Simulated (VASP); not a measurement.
An input for Ansatz (written as the equivalent of a VASP run, and not itself run):

Ansatz 0.2 input:
```yaml
crystal:
  lattice:
    - [3.5437988, 0.0000000, 0.0000000]
    - [0.0000000, 3.5437988, 0.0000000]
    - [0.0000000, 0.0000000, 3.5437988]
  atoms:
    - { symbol: Fe, position: [0.0000000, 0.0000000, 0.0000000], spin: 2.9 }
    - { symbol: Ni, position: [0.0000000, 0.5000000, 0.5000000], spin: 0.6 }
    - { symbol: Ni, position: [0.5000000, 0.0000000, 0.5000000], spin: 0.6 }
    - { symbol: Ni, position: [0.5000000, 0.5000000, 0.0000000], spin: 0.6 }
kpoints:
  mp_grid: { grid: [10, 10, 10] }
hamiltonian:
  xc: pbe
  pseudopotentials: { kind: paw }
magnetization: { spin_polarized: true }
scf:
  occupations: { method: tetrahedron }
  max_iter: 100
output: { forces: true, stress: true, eigenvalues: true }
```

Write the VASP files for the same calculation (PBE).

Several could match; the one computed here: 
### POSCAR
```
Ni3Fe
3.5437990
  0.9999999309   0.0000000000   0.0000000000
  0.0000000000   0.9999999309   0.0000000000
  0.0000000000   0.0000000000   0.9999999309
Fe Ni
1 3
direct
  0.0000000000   0.0000000000   0.0000000000
  0.0000000000   0.5000000000   0.5000000000
  0.5000000000   0.0000000000   0.5000000000
  0.5000000000   0.5000000000   0.0000000000
```

### KPOINTS
```
Regular mesh
0
G
10 10 10
0 0 0
```

**INCAR**
```
MAGMOM = 2.9 3*0.6
LMAXMIX = 4   # l cut-off of mixed one-centre charges
LREAL = F   # projection in real space or not
ISIF = 2   # forces and stress, cell fixed
LEFG = T
SYSTEM = Ni3Fe
GGA = PE   # PBE
LASPH = T   # aspherical one-centre terms
ALGO = Normal   # blocked Davidson
NELM = 100   # most electronic steps
ISPIN = 2
LCHARG = T
LORBIT = 11   # lm-projected
NEDOS = 601
LWAVE = F
ISMEAR = -5   # tetrahedra, Bloechl
EDIFF = 1E-7
ENCUT = 520   # plane-wave cut-off (eV)
PREC = Accurate
```

POTCAR, in this order: Fe Ni (PBE.64 set). Program: vasp_std.

What does not carry over: each code has its own PAW files, so the cut-off isn't converted (ENCUT is set for VASP's; basis.ecutwfc is left out, and Ansatz then takes the one that its files recommend); Ansatz stops its SCF on the density residual and VASP on the energy change (EDIFF); the field gradients of LEFG aren't asked of the other code.

The compound is Ni3Fe in the L1_2 structure. It was relaxed first.
